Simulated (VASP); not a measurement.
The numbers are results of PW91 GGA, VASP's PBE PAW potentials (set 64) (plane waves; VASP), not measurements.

A VASP calculation is set up with these files.

File POSCAR:
```
PbF2
1.0
  0.0000000000   2.9947794324   2.9947794324
  2.9947794324   0.0000000000   2.9947794324
  2.9947794324   2.9947794324   0.0000000000
Pb F
1 2
Cartesian
  2.9947794324   5.9895588648   2.9947794324
  1.4973897162   1.4973897162   1.4973897162
  4.4921691486   4.4921691486   4.4921691486
```

INCAR:
```
# general
SYSTEM  = PbF2
PREC    = Accurate
ENCUT   = 520
LREAL   = .FALSE.
LASPH   = .TRUE.   # aspherical one-centre terms

# electronic loop
EDIFF   = 1E-6   # SCF stop (eV)
NELM    = 100
ALGO    = Normal   # blocked Davidson
LMAXMIX = 4

# smearing
ISMEAR  = 0
SIGMA   = 0.05   # width (eV)

# functional
GGA     = 91

# ions
IBRION  = 2
NSW     = 60   # most ionic steps
ISIF    = 3
EDIFFG  = -0.02   # ionic stop

# output
LWAVE   = .FALSE.
LCHARG  = .FALSE.
```

### KPOINTS
```
Automatic mesh
0
Gamma
6 6 6
0 0 0
```

POTCAR, in this order: Pb_d F (PBE.64 set). Program: vasp_std.

Unless said otherwise, spin-orbit coupling is left out, though it shifts the bands of the heavy elements here.

Estimate the energy per atom (σ→0), band gap (on the k-mesh).

```json
{
  "energy per atom (σ→0)": "-4.827 eV/atom",
  "band gap (on the k-mesh)": "4.43 eV"
}
```

File OSZICAR:
```
...
DAV:   9    -0.144802111574E+02    0.15887E-02   -0.21728E-02   640   0.109E+00    0.106E-01
DAV:  10    -0.144816881178E+02   -0.14770E-02   -0.32085E-03   580   0.723E-01    0.490E-02
DAV:  11    -0.144816287213E+02    0.59396E-04   -0.25538E-04   644   0.220E-01    0.255E-02
DAV:  12    -0.144816413996E+02   -0.12678E-04   -0.15526E-04   604   0.137E-01    0.144E-02
DAV:  13    -0.144816417192E+02   -0.31962E-06   -0.56002E-05   610   0.770E-02    0.896E-03
DAV:  14    -0.144816405721E+02    0.11471E-05   -0.72876E-06   588   0.211E-02    0.108E-03
DAV:  15    -0.144816406244E+02   -0.52310E-07   -0.23421E-07   308   0.444E-03
   1 F= -.14481641E+02 E0= -.14481641E+02  d E =-.144816E+02
```

The compound is PbF2 in the fluorite structure, the β form. It was relaxed first. The start is the result of an earlier pass.
